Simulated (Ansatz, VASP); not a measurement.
**Co (Co strained to the junction's net): VASP beside Ansatz**

One calculation is typed for both programs; each brings its own data sets. How far apart do they land? The structure shown is the end of the Ansatz relaxation below.

Calculated with Ansatz 0.2.0; plane waves, with VASP 6.6.1 beside it; single point at PBE with D3(BJ).

## Step 1: The structure

It takes space group P6_3/mmc (No. 194, hexagonal). Conventional cell: a = 2.490 Å, b = 2.490 Å, c = 3.978 Å, α = 90.00°, β = 90.00°, γ = 120.00°. Nearest to Co lie 12 Co at 2.45 to 2.49 Å.

## Step 2: Ansatz: relaxation, PBE with D3(BJ)

Ansatz runs on its default PAW (the set named soft_2) files.

This run makes the geometry at which the two programs are then compared.

Input file input.yaml:

```yaml
crystal:
  lattice:
    - [2.49, 0.0, 0.0]
    - [-1.245, 2.1564032554, 0.0]
    - [0.0, 0.0, 4.03]
  atoms:
    - { symbol: Co, position: [0.0, 0.0, 0.0], spin: 1.7 }
    - { symbol: Co, position: [0.3333333333, 0.6666666667, 0.5], spin: 1.7 }
magnetization:
  spin_polarized: true
kpoints:
  mp_grid: { grid: [18, 18, 8] }
scf:
  occupations: { method: fermi_dirac, width: 0.1 }
  max_iter: 150
hamiltonian:
  xc: pbe
  dispersion: d3bj
relax:
  f_tol: 0.01
  max_steps: 40
  cell: { fix: [a, b, angles] }
```

The run is started by

```
$ ansatz run input.yaml --threads 4 --pin off --max-ram 12288MiB --backend cpu --events-out ev --progress --plain --runs-dir out
```

Numbers of over 12 decimals in the logs are rounded to 6 here.

The log of the run:

```text
Engine: ansatz 0.2.0, aarch64-unknown-linux-gnu
Pseudopotentials: kind: paw
Pseudopotential: Co, paw, valence charge 17, recommended cutoff 420 eV (normal), Co.paw.azcp
Functional definition: PBE
  parameter kappa = 0.804
  parameter beta = 0.066725
  exchange = pbe_x(kappa = kappa, mu = beta*pi^2/3)
  correlation = pbe_c(beta = beta)
Crystal: 2 atoms, lattice volume = 21.639 Å³
Basis set: ecut = 420 eV, 391 PW (Γ), exchange–correlation on 36×36×54 points (8 copies of the dense FFT grid, shifted against one another)
Bands: 23, of which v1, the nominal top of the filled ones, is band 17 counted from 1 (16 counted from 0)
Symmetry: 24 space group operations
Space group: P63/mmc (ITA 194), of the structure as read, at distance tolerance 2.8e-5 Å
Magnetic group: BNS 194.263 (UNI 1493), of the structure as read, at distance tolerance 2.8e-5 Å
k-points: 185 of 2592
Non-local potential: Co, projectors of the file, l = 0: 3, l = 1: 2, l = 2: 3, l = 3: 1
PAW form: soft (Blöchl's): semilocal exchange-correlation on the pseudo side does not see the compensation charge
PAW one-centre angular grid: Co, 590 points (default); XC on 64 Gauss nodes
Initial density: superposition of atomic densities (chi_scale 0.1, normalization cell)
Starting moments: Σ|m| = 3.4 μB on 2 of 2 sites
Initial wavefunctions: pseudopotential atomic-orbital guess
Functional: x = pbe(κ = 0.804, μ = 0.219515), c = pbe(β = 0.066725)
SCF iter   1: F=—  HF=-10252.537080 eV  |F-HF|=—  |Δ(HF+E_count)|=         —  Δρ=1.02e-1 (↑3.65e-2 ↓1.02e-1)  dr2=2.38e0  dr2_m=2.18e-1  M=3.249 μB ∫|m|=3.381 μB  β_m=0.30  ethr=3.10e-3  ⟨swp⟩=4.8  Hψ=31144  notcnv=0
Mixer restart at iter 1: flushing history
preconditioner: auto → none  [metal: Δε(μ)=0.007 eV  Ē_g=9.111 eV  σ=0.100 eV  W_gap=0.02  n_scr=8 (ndim 8)  ℏωp=33.9 eV  f_vac=0.000  D(μ)=2.06/eV (n_scr^D=22)  sad-step TF]
SCF iter   2: F=—  HF=-10251.802372 eV  |F-HF|=—  |Δ(HF+E_count)|=   7.35e-1  Δρ=4.52e-2 (↑2.05e-2 ↓4.52e-2)  dr2=1.53e-1  dr2_m=1.99e-1  M=3.293 μB ∫|m|=3.466 μB  β_m=0.37  ethr=3.10e-3  ⟨swp⟩=2.6  Hψ=16223  notcnv=0  defer=40
SCF iter   3: F=—  HF=-10252.451199 eV  |F-HF|=—  |Δ(HF+E_count)|=         —  Δρ=3.07e-2 (↑3.07e-2 ↓1.97e-2)  dr2=1.21e-2  dr2_m=1.23e-1  M=3.338 μB ∫|m|=3.569 μB  β_m=0.37  ethr=4.50e-4  ⟨swp⟩=2.0  Hψ=10948  notcnv=0  defer=40
Mixer restart at iter 3: flushing history
SCF iter   4: F=—  HF=-10252.790931 eV  |F-HF|=—  |Δ(HF+E_count)|=   3.40e-1  Δρ=1.95e-2 (↑1.95e-2 ↓9.65e-3)  dr2=1.07e-2  dr2_m=4.17e-2  M=3.298 μB ∫|m|=3.556 μB  β_m=0.64  ethr=3.57e-5  ⟨swp⟩=2.4  Hψ=16922  notcnv=0  defer=40
SCF iter   5: F=—  HF=-10253.147662 eV  |F-HF|=—  |Δ(HF+E_count)|=   3.57e-1  Δρ=2.38e-3 (↑2.38e-3 ↓2.38e-3)  dr2=2.89e-3  dr2_m=3.44e-4  M=3.225 μB ∫|m|=3.536 μB  β_m=0.82  ethr=3.15e-5  ⟨swp⟩=2.0  Hψ=17427  notcnv=0  defer=40
SCF iter   6: F=—  HF=-10253.169009 eV  |F-HF|=—  |Δ(HF+E_count)|=   2.13e-2  Δρ=2.92e-3 (↑2.55e-3 ↓2.92e-3)  dr2=3.69e-3  dr2_m=2.77e-5  M=3.207 μB ∫|m|=3.531 μB  β_m=0.54  ethr=8.51e-6  ⟨swp⟩=1.7  Hψ=12198  notcnv=0  defer=40
SCF iter   7: F=—  HF=-10253.169018 eV  |F-HF|=—  |Δ(HF+E_count)|=   9.19e-6  Δρ=7.72e-4 (↑4.46e-4 ↓7.72e-4)  dr2=1.64e-4  dr2_m=2.18e-5  M=3.206 μB ∫|m|=3.531 μB  β_m=0.77  ethr=8.51e-6  ⟨swp⟩=2.3  Hψ=11495  notcnv=0  defer=40
SCF iter   8: F=—  HF=-10253.169508 eV  |F-HF|=—  |Δ(HF+E_count)|=   4.90e-4  Δρ=6.13e-4 (↑4.25e-4 ↓6.13e-4)  dr2=1.41e-4  dr2_m=5.14e-6  M=3.203 μB ∫|m|=3.530 μB  β_m=0.89  ethr=4.83e-7  ⟨swp⟩=2.4  Hψ=12904  notcnv=0  defer=40
SCF iter   9: F=—  HF=-10253.169642 eV  |F-HF|=—  |Δ(HF+E_count)|=   1.33e-4  Δρ=3.02e-5 (↑1.45e-5 ↓3.02e-5)  dr2=2.78e-7  dr2_m=2.43e-8  M=3.201 μB ∫|m|=3.529 μB  β_m=0.84  ethr=4.13e-7  ⟨swp⟩=2.0  Hψ=11966  notcnv=0  defer=40
SCF iter  10: F=—  HF=-10253.169642 eV  |F-HF|=—  |Δ(HF+E_count)|=   5.35e-7  Δρ=6.68e-6 (↑4.21e-6 ↓6.68e-6)  dr2=5.13e-9  dr2_m=5.77e-10  M=3.202 μB ∫|m|=3.529 μB  β_m=0.83  ethr=8.18e-10  ⟨swp⟩=2.0  Hψ=15166  notcnv=0  defer=40
SCF iter  11: F=-10253.169642 eV  HF=-10253.169642 eV  |F-HF|=6.83e-9  |Δ(HF+E_count)|=  7.64e-10  Δρ=5.56e-6 (↑3.45e-6 ↓5.56e-6)  dr2=8.86e-9  dr2_m=2.85e-10  M=3.202 μB ∫|m|=3.529 μB  ethr=1.51e-11  ⟨swp⟩=1.5  Hψ=22452  notcnv=0
SCF 1 converged in 11 iterations: F = -10253.169642 eV  dr2 = 8.86e-9
  greatest PAW one-centre occupation: 1.001 electrons in one spin orbital (limit 2), on the Co atom at site 1 (counted from 0), in its partial waves of l = 1
relax step   1: F+E_penalty+E_count = -10253.16964205 eV  Δ(F+E_penalty+E_count) = +0.000e0 eV  max|allowed force component| = 9.252e-18 eV/Å  Δτ_max = 0.0000 Å  P = -5.542 GPa  Ω = 21.639 Å³  fix = [a, b, alpha, beta, gamma]  reactions: a -5.632, b -5.632 GPa  (11 SCF iters, dr2 threshold 1.00e-7 eV, accepted)
[...]
relax step   3: F+E_penalty+E_count = -10253.17469626 eV  Δ(F+E_penalty+E_count) = -1.521e-3 eV  max|allowed force component| = 4.626e-17 eV/Å  Δτ_max = 0.0000 Å  P = -2.715 GPa  Ω = 21.353 Å³  energy of the carried Pulay correction = +3.291e-4 eV  fix = [a, b, alpha, beta, gamma]  reactions: a -4.143, b -4.143 GPa  (6 SCF iters, dr2 threshold 2.00e-7 eV, accepted)
[...]
relax step   4: F+E_penalty+E_count = -10253.17469126 eV  Δ(F+E_penalty+E_count) = +5.000e-6 eV  max|allowed force component| = 2.776e-17 eV/Å  Δτ_max = 0.0000 Å  P = -2.787 GPa  Ω = 21.360 Å³  energy of the carried Pulay correction = +3.207e-4 eV  fix = [a, b, alpha, beta, gamma]  reactions: a -4.181, b -4.181 GPa  (6 SCF iters, dr2 threshold 5.09e-8 eV, accepted)
[...]
relax step   5: F+E_penalty+E_count = -10253.17440868 eV  Δ(F+E_penalty+E_count) = +2.826e-4 eV  max|allowed force component| = 3.701e-17 eV/Å  Δτ_max = 0.0000 Å  P = -2.802 GPa  Ω = 21.360 Å³  fix = [a, b, alpha, beta, gamma]  reactions: a -4.189, b -4.189 GPa  stress off target by 2.76e-2 GPa on what of the cell is left free  SCF on the basis re-selected at this cell (its energy is not comparable with the rows above)  (9 SCF iters)
basis re-selected at this cell: Δ(F+E_penalty+E_count) = +2.826e-4 eV, ΔP = -0.015 GPa vs the last step (what re-selecting the basis moved, of the pressure what is left beyond the Pulay correction that the steps carried, after the strain that the cell walked since its last selection, with what the two solves' SCF thresholds leave and, on support functions, any second-order correction that the steps lacked; it is no m [...]
SCF converged after 9 iterations
Magnetization: 3.1739 μB (18.5870 up, 15.4130 down)
Absolute magnetization: 3.4985 μB (∫|ρ↑−ρ↓|, with the PAW one-centre terms)
Spin contamination: 0.0547 ħ² per cell (⟨S²⟩ above its minimum at these occupations)
Per-site moments (μB) at R_I (Å): [(1.661865, 1.012359), (1.661865, 1.012359)]
Free energy (F): -10253.174409 eV
Harris-Foulkes:  -10253.174409 eV  (|F-HF|=3.64e-12)
Internal energy: -10253.116026 eV  (E = F + TS)
E sigma→0 (E₀):  -10253.145217 eV
Entropy (-TS):   -0.058383 eV (-29.191 meV/atom)
Fermi energy:    19.049013 eV
--- Per-component energies (eV) ---
  E_band       = -476.302477
  E_kinetic    = 908.351589
  E_local      = -5620.728100  (includes V_loc(G=0)·N_el)
  E_nonlocal   = 908.204115
  E_hartree    = 2358.021038
  E_xc         = -318.392349
  E_vxc        = -410.895355  (∫ρ·V_xc dr)
  E_paw        = -3030.408031  (= ΣΔE_a)
  E_vpaw       = -977.276891  (= ΣTr[D̂ρ^β])
  E_aug_tail   = 0.000134  (compensation charges beyond the density's cutoff)
  E_ewald      = -5457.316730
  E_disp       = -0.847692  (pairwise vdW)
  E_smearing   = -0.058383  (= −TS)
  E_closure    = -0.000000  (closes the sum)
  Σ components = -10253.174409   (vs F -10253.174409, Δ=0.00e0)
--- Forces (eV/Å), atoms counted from 1 ---
  atom   1  Co    -0.00000000     0.00000000     0.00000000
  atom   2  Co     0.00000000    -0.00000000     0.00000000
  max |Σ_I F_I| component: 1.39e-17 eV/Å
--- Stress (GPa, compression-positive) ---
       -4.189465      -0.000000       0.000000
       -0.000000      -4.189465       0.000000
        0.000000       0.000000      -0.027609
  P = ⅓ Tr σ = -2.8022 GPa (-28.022 kbar)
--- Relaxed structure (4 steps of the walk, 4 accepted, 1 SCFs on fresh bases) ---
  F+E_penalty+E_count = -10253.17440868 eV   max|allowed force component| = 3.701e-17 eV/Å   (the final SCF, on the basis selected at the relaxed cell)
  cell:  # Å, volume = 21.3605 Å³
    - [2.490000, 0, 0.0]
    - [-1.245000, 2.156403, 0.0]
    - [0.0, 0.0, 3.978150]
  atoms:
    - { symbol: Co, position: [9.251858539620035e-18, -5.08852219630634e-17, 0.0] }
    - { symbol: Co, position: [0.333333, 0.666667, 0.5] }
```

## Step 3: VASP: single point, PBE with D3(BJ)

The same cell, functional, mesh and smearing now go to VASP, with its own data sets.

Lines of VASP's logs that name or quote its potential files are left out, and so is its time.

Input file INCAR:

```
SYSTEM = Co
PREC = Accurate
ENCUT = 600
EDIFF = 1E-06
NELM = 200
ISMEAR = -1
SIGMA = 0.1
LREAL = .FALSE.
ALGO = Normal
GGA = PE
IVDW = 12
NBANDS = 18
ISPIN = 2
MAGMOM = 1.66 1.66
LASPH = .TRUE.
LMAXMIX = 4
LORBIT = 11
LWAVE = .FALSE.
LCHARG = .FALSE.
ISIF = 2
GGA_COMPAT = .FALSE.
KPAR = 2
```

Input file POSCAR:

```
Co
1.0
    2.4900000000      0.0000000000      0.0000000000
   -1.2450000000      2.1564032554      0.0000000000
    0.0000000000      0.0000000000      3.9781495632
Co
2
Direct
    0.0000000000      0.0000000000      0.0000000000
    0.3333333333      0.6666666667      0.5000000000
```

Input file KPOINTS:

```
Automatic mesh
0
Gamma
18 18 8
0 0 0
```

Potentials, in the order of the species: Co (PBE family, release 64).

The run is started by

```
$ mpirun -np 2 vasp_std
```

The log of the run:

```text
[banner, memory and clock lines left out]
running    2 mpi-ranks, on    1 nodes
 distrk:  each k-point on    1 cores,    2 groups
 distr:  one band on    1 cores,    1 groups

 POSCAR found type information on POSCAR Co
 POSCAR found :  1 types and       2 ions
 LDA part: xc-table for (Slater+PW92), standard interpolation
 POSCAR, INCAR and KPOINTS ok, starting setup
 FFT: planning ... GRIDC
 FFT: planning ... GRID_SOFT
 FFT: planning ... GRID
 WAVECAR not read
 entering main loop
       N       E                     dE             d eps       ncg     rms          rms(c)
DAV:   1     0.909145415734E+02    0.90915E+02   -0.84757E+03 13904   0.144E+03
DAV:   2    -0.120838271190E+02   -0.10300E+03   -0.93583E+02 13370   0.243E+02
DAV:   3    -0.161644138391E+02   -0.40806E+01   -0.39273E+01 14814   0.623E+01
DAV:   4    -0.162344171838E+02   -0.70003E-01   -0.69939E-01 17222   0.679E+00
DAV:   5    -0.162360358072E+02   -0.16186E-02   -0.16184E-02 15308   0.921E-01    0.150E+01
DAV:   6    -0.145024395657E+02    0.17336E+01   -0.89063E+00 14200   0.627E+01    0.723E+00
DAV:   7    -0.141263982397E+02    0.37604E+00   -0.13763E+00 15486   0.228E+01    0.379E+00
DAV:   8    -0.141100689200E+02    0.16329E-01   -0.19029E-02 17360   0.146E+00    0.191E+00
DAV:   9    -0.140948670500E+02    0.15202E-01   -0.34403E-03 20794   0.102E+00    0.623E-01
DAV:  10    -0.140954306340E+02   -0.56358E-03   -0.67932E-04 18724   0.375E-01    0.276E-01
DAV:  11    -0.140954328388E+02   -0.22049E-05   -0.18870E-04 18696   0.221E-01    0.280E-02
DAV:  12    -0.140954307893E+02    0.20495E-05   -0.14042E-05 14068   0.322E-02    0.152E-02
DAV:  13    -0.140954304016E+02    0.38777E-06   -0.19300E-06 11552   0.198E-02
   1 F= -.14942911E+02 E0= -.14913348E+02  d E =-.591272E-01  mag=     3.1610
```

OUTCAR, selected parts (step 3):

```text
ion  position               nearest neighbor table
   1  0.000  0.000  0.000-   2 2.45   2 2.45   2 2.45   2 2.45   2 2.45   2 2.45
   2  0.333  0.667  0.500-   1 2.45   1 2.45   1 2.45   1 2.45   1 2.45   1 2.45

  LATTYP: Found a hexagonal cell.
 ALAT       =     2.4900000000
 C/A-ratio  =     1.5976504270

 Subroutine GETGRP returns: Found 24 space group operations
 (whereof 12 operations were pure point group operations)

The static configuration has the point symmetry D_3h.
 The point group associated with its full space group is D_6h.

 Found    185 irreducible k-points:

   k-points           NKPTS =    185   k-points in BZ     NKDIM =    185   number of bands    NBANDS=     18

   dimension x,y,z NGX =    20 NGY =   20 NGZ =   32
   dimension x,y,z NGXF=    40 NGYF=   40 NGZF=   64

   ENCUT  =  600.0 eV  44.10 Ry    6.64 a.u.   4.97  4.97  7.95*2*pi/ulx,y,z

   NELECT =      18.0000    total number of electrons

 k-points in reciprocal lattice and weights: Automatic mesh
   0.00000000  0.00000000  0.00000000       0.000
   0.05555556  0.00000000  0.00000000       0.002
   0.11111111  0.00000000  0.00000000       0.002
   0.16666667  0.00000000  0.00000000       0.002
   0.22222222 -0.00000000  0.00000000       0.002
   0.27777778  0.00000000  0.00000000       0.002
   0.33333333  0.00000000  0.00000000       0.002
   0.38888889  0.00000000  0.00000000       0.002
   0.44444444 -0.00000000  0.00000000       0.002
[...]
0.33333333  0.27777778  0.50000000       0.005
   0.33333333  0.33333333  0.50000000       0.001

 average (electrostatic) potential at core
       1 -78.0747       2 -78.0747

 E-fermi :  10.4752

 spin component 1
 k-point     1 :       0.0000    0.0000    0.0000
  band No.  band energies     occupation
    ...
      7       8.2088      1.00000
      8       8.5158      1.00000
      9       8.5158      1.00000
     10       9.6901      0.99961
     11       9.6901      0.99961
     12      10.5386      0.34651
     13      17.1625      0.00000
     14      32.4284      0.00000
     15      35.0459      0.00000
     16      35.0459      0.00000
    ...

 k-point     2 :       0.0556    0.0000    0.0000
  band No.  band energies     occupation
    ...
      7       8.2538      1.00000
      8       8.4617      1.00000
      9       8.4824      1.00000
     10       9.2200      1.00000
     11       9.7053      0.99955
     12      11.1376      0.00133
     13      17.1804      0.00000
     14      31.6408      0.00000
     15      33.4527      0.00000
     16      33.7609      0.00000
    ...

 k-point     3 :       0.1111    0.0000    0.0000
  band No.  band energies     occupation
    ...
      7       8.2210      1.00000
      8       8.3850      1.00000
      9       8.3914      1.00000
     10       8.7284      1.00000
     11       9.7439      0.99933
     12      12.1166      0.00000
     13      17.2384      0.00000
     14      29.3711      0.00000
     15      32.0899      0.00000
     16      32.6183      0.00000
    ...

 k-point     4 :       0.1667    0.0000    0.0000
  band No.  band energies     occupation
    ...
      7       8.3120      1.00000
      8       8.4173      1.00000
      9       8.5216      1.00000
     10       8.5907      1.00000
     11       9.7923      0.99892
     12      13.2163      0.00000
     13      17.3478      0.00000
     14      26.7980      0.00000
     15      30.5136      0.00000
     16      32.0349      0.00000
    ...

 k-point     5 :       0.2222   -0.0000    0.0000
  band No.  band energies     occupation
    ...
      7       8.3862      1.00000
      8       8.6139      1.00000
      9       8.6816      1.00000
     10       8.8518      1.00000
     11       9.8390      0.99828
     12      14.4073      0.00000
     13      17.5180      0.00000
     14      24.2885      0.00000
     15      29.0786      0.00000
     16      31.3504      0.00000
    ...

 k-point     6 :       0.2778    0.0000    0.0000
  band No.  band energies     occupation
    ...
      7       8.2639      1.00000
      8       8.9501      1.00000
      9       9.0378      1.00000
     10       9.1429      1.00000
     11       9.8780      0.99746
     12      15.6768      0.00000
     13      17.7129      0.00000
     14      21.9901      0.00000
     15      27.8166      0.00000
     16      29.6640      0.00000
    ...

 Edisp (eV)   -0.84748

  Total      -0.66692    -0.66692    -0.14926     0.00000    -0.00000     0.00000
  in kB     -50.02351   -50.02351   -11.19516     0.00000    -0.00000     0.00000
  external pressure =      -37.08 kB  Pullay stress =        0.00 kB

  energy-cutoff  :      600.00
  volume of cell :       21.36
      direct lattice vectors                 reciprocal lattice vectors
     2.490000000  0.000000000  0.000000000     0.401606426  0.231867578  0.000000000
    -1.245000000  2.156403255  0.000000000     0.000000000  0.463735156  0.000000000
     0.000000000  0.000000000  3.978149563     0.000000000  0.000000000  0.251373153

 POSITION                                       TOTAL-FORCE (eV/Angst)
 -----------------------------------------------------------------------------------
      0.00000      0.00000      0.00000        -0.000000      0.000000      0.000000
     -0.00000      1.43760      1.98907         0.000000     -0.000000      0.000000
 -----------------------------------------------------------------------------------
    total drift:                               -0.000000      0.000000     -0.000000

  FREE ENERGIE OF THE ION-ELECTRON SYSTEM (eV)
  ---------------------------------------------------
  free  energy   TOTEN  =       -14.9429110976 eV

  energy  without entropy=      -14.8837839227  energy(sigma->0) =      -14.91334751

 total charge
# of ion       s       p       d       tot
------------------------------------------
    1        0.495   0.534   7.276   8.305
    2        0.495   0.534   7.276   8.305
--------------------------------------------------
tot          0.990   1.068  14.552  16.610

 magnetization (x)
# of ion       s       p       d       tot
------------------------------------------
    1       -0.015  -0.055   1.668   1.598
    2       -0.015  -0.055   1.668   1.598
--------------------------------------------------
tot         -0.031  -0.110   3.336   3.195

[... 6 further parts left out ...]
```

The magnetic state follows from one typed start and may not be the lowest. Dispersion corrections of this kind ignore metallic screening and tend to overbind metals.

## Step 4: Comparison

Known differences besides the potentials themselves: VASP starts from the moments at which Ansatz ended; the data sets hold 34 valence electrons in Ansatz (on its default PAW (the set named soft_2) files) and 18 in VASP; the cutoff is 420 eV in Ansatz and 600 eV in VASP; Ansatz's pressure holds a Pulay correction, VASP's none; site moments are counted in spheres of each program's own size. Total energies have different zeros and are not compared.

The two programs side by side:

```
          quantity  Ansatz   VASP  difference
    pressure (GPa)   -2.80  -3.71       +0.91
 total moment (μB)    3.17   3.16       +0.01
moment on Co1 (μB)    1.66   1.60       +0.06
moment on Co2 (μB)    1.66   1.60       +0.06
```

## Step 5: Results

```
difference in total moment (single point, PBE with D3(BJ)) : 0.013 μB
difference in pressure (single point, PBE with D3(BJ))     : 0.91 GPa
```

In words: The difference in pressure is 0.91 GPa (single point, PBE with D3(BJ)), within the 1 GPa picked in this series as the mark of a large difference. The data sets hold unlike numbers of valence electrons (34 in Ansatz and 18 in VASP), so part of the differences comes from the potentials. Such differences can come from data sets, numerical settings and the points named under the comparisons, not from the functional's error against experiment.

[Lines on the potential files, build, host, timing and source positions are cut from VASP's logs without a mark.]

[Logs are printed without paths, hosts, clocks, repeated set-up lines and the standing remarks that a program may print on its own settings, such as how far it seeks lower states.]

[Hosts, paths, dates, database ids (printed as entryN), source tags and the programs' standing remarks are cut or masked in the printed files.]
